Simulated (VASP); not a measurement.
Method: PBE GGA, VASP's PBE PAW potentials (set 64) (plane waves; VASP 6.6.1).

VASP ran on this input.

File POSCAR:
```
Bi
1
    4.3589240448    -2.3620582271     0.0111930159
    4.3589240448     2.3620582271     0.0111930159
    3.0689775651     0.0000000000     3.8937179951
Bi
2
Direct
  0.2341063920   0.2341063920   0.2341063920
  0.7658936080   0.7658936080   0.7658936080
```

KPOINTS:
```
Automatic mesh
0
Gamma
10 10 10
0 0 0
```

**INCAR**
```
# general
SYSTEM  = Bi
PREC    = Accurate
ENCUT   = 480
LREAL   = .False.
LASPH   = .True.

# electronic loop
EDIFF   = 1E-7
NELM    = 100   # most electronic steps
ALGO    = Normal   # blocked Davidson
LMAXMIX = 4

# smearing
ISMEAR  = 1
SIGMA   = 0.1   # width (eV)

# functional
GGA     = PE   # PBE

# ions
IBRION  = 2   # conjugate gradients
NSW     = 30
ISIF    = 2
EDIFFG  = -0.01   # ionic stop

# output
LWAVE   = .False.
LCHARG  = .False.
```

POTCAR, in this order: Bi_d (PBE.64 set). Program: vasp_std.

Unless said otherwise, spin-orbit coupling is left out, though it shifts the bands of the heavy elements here.

**Question.** What does the run give for the energy per atom (σ→0), band gap (on the k-mesh)?

**Answer.** 
```
Item                                                         Value
------------------------  ----------------------------------------
energy per atom (σ→0)                               -3.864 eV/atom
band gap (on the k-mesh)  none (metal, semimetal or under 0.01 eV)
```

**OSZICAR**
```
...
DAV:   2    -0.772874461111E+01   -0.45235E-01   -0.46723E-01  6501   0.671E+00    0.142E-01
DAV:   3    -0.772856944307E+01    0.17517E-03   -0.37235E-03  4858   0.675E-01    0.915E-02
DAV:   4    -0.772840119131E+01    0.16825E-03   -0.11677E-03  5584   0.434E-01    0.286E-02
DAV:   5    -0.772841587657E+01   -0.14685E-04   -0.68563E-05  6302   0.917E-02    0.997E-03
DAV:   6    -0.772841438451E+01    0.14921E-05   -0.72581E-06  4929   0.388E-02    0.163E-03
DAV:   7    -0.772841417683E+01    0.20768E-06   -0.57395E-07  4789   0.895E-03    0.487E-04
DAV:   8    -0.772841424969E+01   -0.72860E-07   -0.33727E-08  2357   0.152E-03
   3 F= -.77284142E+01 E0= -.77284407E+01  d E =-.175162E-01
```

The compound is Bi in the a7 structure. This cell was strained or had an atom moved on purpose. Symmetry was kept, so distortions that lower it aren't found.
